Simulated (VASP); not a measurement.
Computed with modified Becke-Johnson potential (mBJ), VASP's PBE PAW potentials (set 64) (plane waves; VASP 6.6.1).

The input files of a VASP run:

### KPOINTS_OPT
```
k-points along high-symmetry lines
11
Line-mode
Reciprocal
  0.000000   0.000000   0.000000 ! GAMMA
  0.500000   0.000000   0.500000 ! X

  0.500000   0.000000   0.500000 ! X
  0.625000   0.250000   0.625000 ! U

  0.375000   0.375000   0.750000 ! K
  0.000000   0.000000   0.000000 ! GAMMA

  0.000000   0.000000   0.000000 ! GAMMA
  0.500000   0.500000   0.500000 ! L

  0.500000   0.500000   0.500000 ! L
  0.500000   0.250000   0.750000 ! W

  0.500000   0.250000   0.750000 ! W
  0.500000   0.000000   0.500000 ! X
```

**POSCAR**
```
HfO2
1
    0.0000000000     2.5362095691     2.5362095691
    2.5362095691     0.0000000000     2.5362095691
    2.5362095691     2.5362095691     0.0000000000
Hf O
1 2
Direct
  0.0000000000   0.0000000000   0.0000000000
  0.2500000000   0.2500000000   0.2500000000
  0.7500000000   0.7500000000   0.7500000000
```

### INCAR
```
LMIXTAU=.True.
LCHARG=.False.
ALGO=Normal   # blocked Davidson
ENCUT=520
PREC=Accurate
ISMEAR=0
METAGGA=MBJ
EDIFF=1E-6
SIGMA=0.05
NELM=200   # most electronic steps
LASPH=.True.
LWAVE=.False.
SYSTEM=HfO2
LMAXMIX=6   # l cut-off of mixed one-centre charges
LREAL=.False.
ISIF=0
```

KPOINTS:
```
kpoints
0
gamma
 6 6 6
```

POTCAR, in this order: Hf_pv O (PBE.64 set). Program: vasp_std. Read from the step before: WAVECAR.

The run wrote:

**OSZICAR**
```
       N       E                     dE             d eps       ncg     rms          rms(c)
DAV:   1     0.770482213206E+03    0.77048E+03   -0.18150E+00   522   0.146E+01    0.116E+00
DAV:   2     0.769552160983E+03   -0.93005E+00   -0.64906E+00   480   0.240E+01    0.528E+00
DAV:   3     0.769386328938E+03   -0.16583E+00   -0.20795E-01   599   0.373E+00    0.712E+00
DAV:   4     0.769144275660E+03   -0.24205E+00   -0.97496E-03   620   0.872E-01    0.730E+00
DAV:   5     0.770252454669E+03    0.11082E+01   -0.47571E-01   585   0.535E+00    0.598E+00
DAV:   6     0.771329665678E+03    0.10772E+01   -0.52136E-02   614   0.182E+00    0.531E+00
DAV:   7     0.771329885671E+03    0.21999E-03   -0.73736E-03   557   0.106E+00    0.503E+00
DAV:   8     0.771501364035E+03    0.17148E+00   -0.13095E-02   494   0.123E+00    0.375E+00
DAV:   9     0.772945609459E+03    0.14442E+01   -0.12252E-01   592   0.273E+00    0.287E+00
DAV:  10     0.773155962251E+03    0.21035E+00   -0.26144E-02   606   0.166E+00    0.259E+00
DAV:  11     0.772994665081E+03   -0.16130E+00   -0.17358E-03   571   0.476E-01    0.220E+00
DAV:  12     0.772814591518E+03   -0.18007E+00   -0.36458E-03   571   0.441E-01    0.172E+00
DAV:  13     0.772833821372E+03    0.19230E-01   -0.80272E-04   557   0.239E-01    0.147E+00
DAV:  14     0.772931146917E+03    0.97326E-01   -0.31049E-03   557   0.400E-01    0.838E-01
DAV:  15     0.772842168675E+03   -0.88978E-01   -0.54847E-04   571   0.235E-01    0.592E-01
DAV:  16     0.772904558647E+03    0.62390E-01   -0.13625E-03   585   0.248E-01    0.330E-01
DAV:  17     0.772900834011E+03   -0.37246E-02   -0.22209E-04   515   0.149E-01    0.112E-01
DAV:  18     0.772902132153E+03    0.12981E-02   -0.55720E-05   606   0.532E-02    0.598E-02
DAV:  19     0.772903683797E+03    0.15516E-02   -0.28005E-05   599   0.378E-02    0.269E-02
DAV:  20     0.772912290153E+03    0.86064E-02   -0.75964E-06   627   0.228E-02    0.125E-02
DAV:  21     0.772917500273E+03    0.52101E-02   -0.28091E-06   475   0.152E-02    0.670E-03
DAV:  22     0.772919371627E+03    0.18714E-02   -0.15659E-06   443   0.129E-02    0.638E-03
DAV:  23     0.772924212174E+03    0.48405E-02   -0.95102E-07   457   0.730E-03    0.264E-03
DAV:  24     0.772925308212E+03    0.10960E-02   -0.48112E-07   317   0.805E-03    0.227E-03
DAV:  25     0.772924736280E+03   -0.57193E-03   -0.80935E-08   289   0.258E-03    0.737E-04
DAV:  26     0.772924876893E+03    0.14061E-03   -0.20357E-08   303   0.144E-03    0.804E-04
DAV:  27     0.772924793686E+03   -0.83208E-04   -0.65045E-09   289   0.712E-04    0.476E-04
DAV:  28     0.772924620900E+03   -0.17279E-03   -0.17412E-09   261   0.343E-04    0.333E-04
DAV:  29     0.772924475395E+03   -0.14551E-03   -0.27320E-09   261   0.465E-04    0.203E-04
DAV:  30     0.772924367660E+03   -0.10773E-03   -0.86642E-10   254   0.306E-04    0.152E-04
DAV:  31     0.772924325089E+03   -0.42571E-04   -0.60162E-10   261   0.260E-04    0.102E-04
DAV:  32     0.772924243009E+03   -0.82079E-04   -0.44128E-10   247   0.148E-04    0.270E-05
DAV:  33     0.772924218283E+03   -0.24726E-04   -0.24875E-10   240   0.175E-04    0.297E-05
DAV:  34     0.772924200327E+03   -0.17956E-04   -0.37514E-11   240   0.642E-05    0.172E-05
DAV:  35     0.772924198088E+03   -0.22389E-05   -0.13775E-11   240   0.410E-05    0.154E-05
DAV:  36     0.772924197014E+03   -0.10738E-05   -0.78854E-13   240   0.153E-05    0.102E-05
DAV:  37     0.772924195308E+03   -0.17062E-05   -0.96083E-14   240   0.696E-06    0.292E-06
DAV:  38     0.772924194923E+03   -0.38520E-06    0.24461E-12   240   0.625E-06
   1 F= 0.77292419E+03 E0= 0.77292419E+03  d E =-.238503E-13
       N       E                     dE             ncg
       N       E                     dE             ncg
       N       E                     dE             ncg
       N       E                     dE             ncg
       N       E                     dE             ncg
```

**OUTCAR**
```
------------------------ aborting loop because EDIFF is reached ----------------------------------------
  volume of cell :       32.63
      direct lattice vectors                 reciprocal lattice vectors
     0.000000000  2.536209569  2.536209569    -0.197144592  0.197144592  0.197144592
     2.536209569  0.000000000  2.536209569     0.197144592 -0.197144592  0.197144592
     2.536209569  2.536209569  0.000000000     0.197144592  0.197144592 -0.197144592
 POSITION                                       TOTAL-FORCE (eV/Angst)
 -----------------------------------------------------------------------------------
      0.00000      0.00000      0.00000         0.000000     -0.000000      0.000000
      1.26810      1.26810      1.26810        -0.000000     -0.000000     -0.000000
      3.80431      3.80431      3.80431         0.000000      0.000000      0.000000
 -----------------------------------------------------------------------------------
    total drift:                                0.000000      0.000000      0.000000
  FREE ENERGIE OF THE ION-ELECTRON SYSTEM (eV)
  ---------------------------------------------------
  free  energy   TOTEN  =       772.9241949228 eV

  energy  without entropy=      772.9241949228  energy(sigma->0) =      772.92419492

     CMBJ =    1.0000

     CMBJA=   -0.0120

     CMBJB=    1.0230

     CMBJE=    0.5000

    CMBJ =    1.4369
```
(Selected blocks of OUTCAR.)

### OUTCAR
```
 val. band max:        4.9908320621   @ k =   0.5000   0.5000   0.0000

 cond. band min:      10.7307773793   @ k =   0.0000   0.0000   0.0000


 Fermi energy:         5.2333305993

 k-point     1 :       0.0000    0.0000    0.0000
  band No.  band energies     occupation
      1     -23.7047      2.00000
      2     -23.7047      2.00000
      3     -23.7047      2.00000
      4     -14.7568      2.00000
      5     -12.2571      2.00000
      6       0.0161      2.00000
      7       0.0161      2.00000
      8       0.0162      2.00000
      9       4.4594      2.00000
     10       4.4594      2.00000
     11       4.4595      2.00000
     12      10.7308      0.00000
     13      10.7308      0.00000
     14      13.0874      0.00000
     15      14.1707      0.00000

 k-point     2 :       0.1667    0.0000    0.0000
  band No.  band energies     occupation
      1     -23.8321      2.00000
      2     -23.7170      2.00000
      3     -23.7170      2.00000
      4     -14.4299      2.00000
      5     -12.4777      2.00000
      6       0.2655      2.00000
      7       0.2656      2.00000
      8       0.6641      2.00000
      9       3.8217      2.00000
     10       4.1019      2.00000
     11       4.1019      2.00000
     12      11.0989      0.00000
     13      11.0989      0.00000
     14      13.8874      0.00000
     15      14.2054      0.00000

 k-point     3 :       0.3333    0.0000    0.0000
  band No.  band energies     occupation
      1     -24.0687      2.00000
      2     -23.7415      2.00000
      3     -23.7415      2.00000
      4     -13.8691      2.00000
      5     -12.7575      2.00000
      6       0.8081      2.00000
      7       0.8082      2.00000
      8       1.9494      2.00000
      9       2.7389      2.00000
     10       3.5169      2.00000
     11       3.5169      2.00000
     12      11.4560      0.00000
     13      11.4560      0.00000
     14      13.3717      0.00000
     15      14.1404      0.00000
...
```

mBJ is a potential without an energy functional, so only the levels count. Unless said otherwise, spin-orbit coupling is left out, though it shifts the bands of the heavy elements here.

The compound is HfO2 in the fluorite structure, the high-temperature cubic form, which is unstable at 0 K; the monoclinic form is the stable one. It was relaxed first. The cell's shape comes from a PBE relaxation.
